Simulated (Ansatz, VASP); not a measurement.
# H107C58N29O10: VASP beside Ansatz

One calculation is typed for both programs; each brings its own data sets. How far apart do they land? The cell is taken from a series of runs on this material, whose earlier steps may have relaxed, scaled, displaced or heated it; both programs get it as it stands.

Main program and level: Ansatz 0.2.0; plane waves, with VASP 6.6.1 beside it; single point at PBEsol.

## 1. Starting point

The cell holds 204 atoms: 58 C, 29 N, 107 H and 10 O. Cell: a = 13.629 Å, b = 13.629 Å, c = 13.629 Å, α = 90.0°, β = 90.0°, γ = 90.0°.

## 2. VASP: single point, PBEsol

With cell and atoms fixed, the geometry can't cause a difference; cores, projectors, grids and the points listed under the comparison can.

Lines of VASP's logs that name or quote its potential files are left out, and so is its time.

INCAR reads:

```
SYSTEM = H107C58N29O10
PREC = Accurate
ENCUT = 600
EDIFF = 1E-06
NELM = 120
ISMEAR = 0
SIGMA = 0.01
LREAL = Auto
ALGO = Normal
GGA = PS
NBANDS = 414
LORBIT = 11
LWAVE = .FALSE.
LCHARG = .FALSE.
ISIF = 2
LASPH = .TRUE.
GGA_COMPAT = .FALSE.
EFERMI = MIDGAP
```

POSCAR reads:

```
H107C58N29O10
1.0
   13.6293700000      0.0000000000      0.0000000000
    0.0000000000     13.6293700000      0.0000000000
    0.0000000000      0.0000000000     13.6293700000
C N H O
58 29 107 10
Direct
    0.3734100000      0.2356000000      0.9346300000
    0.4115000000      0.2518200000      0.8332600000
    0.2466400000      0.3977900000      0.2130100000
    0.1441900000      0.4245400000      0.2402100000
    0.6757100000      0.1917500000      0.6744900000
    0.6974300000      0.1218400000      0.7508800000
    0.4881200000      0.4241400000      0.5195000000
    0.5816900000      0.3788000000      0.4962300000
    0.4353500000      0.1399700000      0.4639200000
    0.3984000000      0.0410300000      0.4514400000
    0.7052400000      0.6639900000      0.0371200000
    0.6526700000      0.6603600000      0.1256600000
    0.9308800000      0.2867900000      0.2070400000
    0.9849100000      0.2412000000      0.2889500000
    0.1854000000      0.8210200000      0.8511900000
    0.1534900000      0.7203200000      0.8727400000
    0.2064200000      0.7231000000      0.2096100000
    0.2729800000      0.7297000000      0.1275600000
    0.5832700000      0.5740400000      0.7057000000
    0.6647000000      0.5035400000      0.7253100000
    0.4808100000      0.8896700000      0.8090800000
    0.4741200000      0.9575500000      0.8921100000
    0.8820000000      0.3116200000      0.5253400000
    0.9572200000      0.3880800000      0.5107200000
    0.7490500000      0.3332000000      0.9367800000
    0.8568100000      0.3217900000      0.9323600000
    0.1386100000      0.2834900000      0.7082400000
    0.1821600000      0.1848400000      0.7107100000
    0.5116400000      0.8666400000      0.2182800000
    0.6140200000      0.8918400000      0.2219800000
[... 168 atom lines left out ...]
    0.2297700000      0.4317800000      0.4940600000
    0.7781200000      0.9155300000      0.9457100000
    0.7698500000      0.0857900000      0.1722600000
    0.6205600000      0.1241600000      0.0380300000
    0.2139200000      0.2407500000      0.4516000000
    0.3078900000      0.5770100000      0.4040800000
```

KPOINTS reads:

```
Automatic mesh
0
Gamma
1 1 1
0 0 0
```

Potentials, in the order of the species: C, N, H and O (PBE family, release 64).

Run with:

```console
$ export OMP_NUM_THREADS=4
$ mpirun -np 1 vasp_gam
```

Numbers of over 12 decimals in the logs are rounded to 6 here.

The log of the run:

```text
[banner, memory and clock lines left out]
running    1 mpi-ranks, on    1 nodes
[...]
Offloading initialized ...    1 GPUs detected
[...]
|                                                                             |
|               ----> ADVICE to this user running VASP <----                  |
|                                                                             |
|     You enforced a specific xc type in the INCAR file but a different       |
|     [... a line on the potential file left out ...]
|     I HOPE YOU KNOW WHAT YOU ARE DOING!                                     |
|                                                                             |

 LDA part: xc-table for (Slater+PW92), standard interpolation
 POSCAR, INCAR and KPOINTS ok, starting setup
[...]
entering main loop
       N       E                     dE             d eps       ncg     rms          rms(c)
DAV:   1     0.422594598651E+04    0.42259E+04   -0.29350E+05   836   0.133E+03
DAV:   2    -0.784649153222E+03   -0.50106E+04   -0.47564E+04  1058   0.296E+02
DAV:   3    -0.133594065192E+04   -0.55129E+03   -0.54602E+03  1032   0.100E+02
DAV:   4    -0.134989610823E+04   -0.13955E+02   -0.13882E+02  1024   0.183E+01
[...]
DAV:  17    -0.123013044496E+04    0.49857E-05   -0.10014E-04  1056   0.215E-02    0.114E-02
DAV:  18    -0.123013044711E+04   -0.21502E-05   -0.22307E-05  1144   0.116E-02    0.490E-03
DAV:  19    -0.123013044722E+04   -0.11149E-06   -0.59397E-06  1008   0.722E-03
   1 F= -.12301304E+04 E0= -.12301304E+04  d E =0.000000E+00
```

Parts of OUTCAR (step 2):

```text
  FREE ENERGIE OF THE ION-ELECTRON SYSTEM (eV)
  ---------------------------------------------------
  free  energy   TOTEN  =     -1230.1304472190 eV

  energy  without entropy=    -1230.1304472190  energy(sigma->0) =    -1230.13044722
```

The run ends at a pressure of 0.34 GPa, with forces up to 5.5 eV/Å.

(Part 1 of 2 ends here.)

[Lines on the potential files, build, host, timing and source positions are cut from VASP's logs without a mark.]

[Logs are printed without paths, hosts, clocks, repeated set-up lines and the standing remarks that a program may print on its own settings, such as how far it seeks lower states.]

[Hosts, paths, dates, database ids (printed as entryN), source tags and the programs' standing remarks are cut or masked in the printed files.]
